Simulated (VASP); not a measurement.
Method: PBE GGA, VASP's PBE PAW potentials (set 64) (plane waves; VASP).

VASP input:

KPOINTS:
```
Automatic mesh
0
gamma
  6 6 6
0 0 0
```

INCAR:
```
ALGO=Normal
EDIFF=1E-6
ENCUT=400
GGA=PE
ISIF=2
ISMEAR=0
LASPH=.True.
LCHARG=.False.
LMAXMIX=4
LREAL=.False.
LWAVE=.False.
NELECT=18.02
NELM=100
PREC=Accurate
SIGMA=0.05
SYSTEM=CdTe
```

### POSCAR
```
CdTe
6.480
  0.0000000000   0.5000000000   0.5000000000
  0.5000000000   0.0000000000   0.5000000000
  0.5000000000   0.5000000000   0.0000000000
Cd Te
1 1
direct
  0.0000000000   0.0000000000   0.0000000000
  0.2500000000   0.2500000000   0.2500000000
```

POTCAR, in this order: Cd Te (PBE.64 set). Program: vasp_std.

Output of the run:

**OSZICAR**
```
       N       E                     dE             d eps       ncg     rms          rms(c)
DAV:   1     0.882961305256E+02    0.88296E+02   -0.73229E+03   424   0.967E+02
DAV:   2    -0.161880022856E+01   -0.89915E+02   -0.87254E+02   481   0.257E+02
DAV:   3    -0.489584246137E+01   -0.32770E+01   -0.32693E+01   506   0.527E+01
DAV:   4    -0.492666146116E+01   -0.30819E-01   -0.30815E-01   614   0.430E+00
DAV:   5    -0.492673372370E+01   -0.72263E-04   -0.72262E-04   481   0.197E-01    0.604E+00
DAV:   6    -0.470894247392E+01    0.21779E+00   -0.45788E-01   476   0.891E+00    0.480E+00
DAV:   7    -0.469326800307E+01    0.15674E-01   -0.12518E-01   466   0.261E+00    0.175E+00
DAV:   8    -0.469389336700E+01   -0.62536E-03   -0.11423E-02   436   0.149E+00    0.532E-01
DAV:   9    -0.469421181991E+01   -0.31845E-03   -0.10192E-03   479   0.379E-01    0.121E-01
DAV:  10    -0.469427944600E+01   -0.67626E-04   -0.12841E-04   451   0.119E-01    0.520E-02
DAV:  11    -0.469432124077E+01   -0.41795E-04   -0.79590E-05   434   0.686E-02    0.333E-02
DAV:  12    -0.469432021897E+01    0.10218E-05   -0.31102E-06   483   0.187E-02    0.199E-02
DAV:  13    -0.469431999240E+01    0.22657E-06   -0.11165E-06   313   0.607E-03
   1 F= -.46943200E+01 E0= -.46940366E+01  d E =-.566774E-03
```

OUTCAR:
```
------------------------ aborting loop because EDIFF is reached ----------------------------------------
  FORCE on cell =-STRESS in cart. coord.  units (eV):
  Direction    XX          YY          ZZ          XY          YZ          ZX
  --------------------------------------------------------------------------------------
  Total        1.2547387      1.2547387      1.2547387      0.0000000      0.0000000      0.0000000
  in kB       29.5528153     29.5528153     29.5528153      0.0000000      0.0000000      0.0000000
  external PRESSURE =      29.5528153 kB  Pullay stress =       0.0000000 kB
  volume of cell :       68.02
      direct lattice vectors                 reciprocal lattice vectors
     0.000000000  3.240000000  3.240000000    -0.154320988  0.154320988  0.154320988
     3.240000000  0.000000000  3.240000000     0.154320988 -0.154320988  0.154320988
     3.240000000  3.240000000  0.000000000     0.154320988  0.154320988 -0.154320988
  FREE ENERGIE OF THE ION-ELECTRON SYSTEM (eV)
  ---------------------------------------------------
  free  energy   TOTEN  =        -4.6943199924 eV

  energy  without entropy=       -4.6937532187  energy(sigma->0) =       -4.69403661
```
(Selected blocks of OUTCAR.)

The cell is charged, with a uniform compensating background.

The compound is CdTe in the zinc blende structure. The cell was not relaxed at this level. The run is one of a series of settings (NELECT = 18.02 against the base run), some of them coarse on purpose.
